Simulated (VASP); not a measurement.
Computed with LDA (Ceperley-Alder, Perdew-Zunger), VASP's LDA PAW potentials (set 64) (plane waves; VASP).

Gaps are without spin-orbit coupling.

Question: Order these relaxed crystals by band gap, smallest first: BaTiO3, R3m (160); InGaN2, P3m1 (156); CaH2O2, C2 (5); NaH, Fm-3m (225).

Answer: InGaN2, P3m1 (156) (0.45 eV), BaTiO3, R3m (160) (2.07 eV), NaH, Fm-3m (225) (3.57 eV), CaH2O2, C2 (5) (4.86 eV)
